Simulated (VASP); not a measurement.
Set up this calculation in VASP 6.6.1, as the native input.

- Task: single point
- Functional: PBEsol
- Potentials or basis: VASP PAW PBE potentials, release 64 (Cs_sv, Pb_d, I, Br)
- Cutoff: 520 eV
- k mesh: 4 × 4 × 4
- Occupations: gaussian, width 0.1 eV
- Spin: no spin polarisation
- Dipole correction: no
- Further INCAR settings: ALGO = Fast; EDIFF = 1e-06; NBANDS = 30

The structure of CsPbI2Br lies in POSCAR:

```
CsPbI2Br
1.0
    6.3752960000      0.0000000000      0.0000000000
    0.0000000000      6.3752960000      0.0000000000
    0.0000000000      0.0000000000      5.9622200000
Cs Pb I Br
1 1 2 1
Direct
    0.5000000000      0.5000000000      0.5000000000
    0.0000000000      0.0000000000      0.0000000000
    0.0000000000      0.5000000000      0.0000000000
    0.5000000000      0.0000000000      0.0000000000
    0.0000000000      0.0000000000      0.5000000000
```

The cell comes from a database or a generator and needn't be the stable form of this composition.

The input as run:

INCAR

```
SYSTEM = CsPbI2Br
PREC = Accurate
ENCUT = 520
EDIFF = 1E-6
ISMEAR = 0
SIGMA = 0.1
LREAL = .False.
LASPH = .True.
NELM = 100
ALGO = Fast
ISIF = 2
LWAVE = .False.
LCHARG = .False.
GGA = PS
NBANDS = 30
```

KPOINTS

```
Automatic mesh
0
Gamma
  4 4 4
  0 0 0
```

Potentials or basis: VASP PAW PBE potentials, release 64 (Cs_sv, Pb_d, I, Br).

Launch:

```bash
$ cat potpaw_PBE.64/Cs_sv/POTCAR potpaw_PBE.64/Pb_d/POTCAR potpaw_PBE.64/I/POTCAR potpaw_PBE.64/Br/POTCAR > POTCAR
$ mpirun -np 1 vasp_std > vasp.out
```

Results of the run:

* Pressure: -0.8 GPa
* Band gap on the k mesh: 1.38 eV, direct

Caveat: the PAW data sets were made with another functional, which shifts forces and pressure a little; spin-orbit coupling is left out, which as a rule narrows the gap of such compounds by several tenths of an eV.

It took 71 s on 1 thread of Intel(R) Xeon(R) 6975P-C (Granite Rapids), with other jobs on the host, peak memory 0.42 GiB.
